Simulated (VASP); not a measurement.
A run of VASP 6.6.1 is set up as follows.

File INCAR:

```
PREC = Accurate
ENCUT = 580
EDIFF = 1E-7
ISMEAR = 0
SIGMA = 0.1
LREAL = False
LASPH = True
NELM = 60
ALGO = Fast
ISIF = 3
LWAVE = False
LCHARG = False
GGA = PS
IBRION = 2
NSW = 90
EDIFFG = -0.005
```

File KPOINTS:

```
regular mesh
0
Gamma
  14 14 14
```

Contents of POSCAR:

```
Si
1.0
    0.0000000000      2.7185000000      2.7185000000
    2.7185000000      0.0000000000      2.7185000000
    2.7185000000      2.7185000000      0.0000000000
Si
2
Direct
    0.5000000000      0.5000000000      0.5000000000
    0.7500000000      0.7500000000      0.7500000000
```

Potentials or basis: VASP PAW PBE potentials, release 64 (Si).

Launch:

```console
$ cat potpaw_PBE.64/Si/POTCAR > POTCAR
$ mpirun -np 1 vasp_std > vasp.out
```

(1) What does it give for the space group after relaxing (to 0.05 Å)?

(2) What does it give for the band gap on the k mesh?

(3) Estimate the relaxed cell.

Answers

(1) Fd-3m (No. 227).

(2) 0.46 eV, indirect (least direct gap 2.52 eV).

(3) a = 3.843 Å, b = 3.843 Å, c = 3.843 Å, α = 60.00°, β = 60.00°, γ = 60.00°.
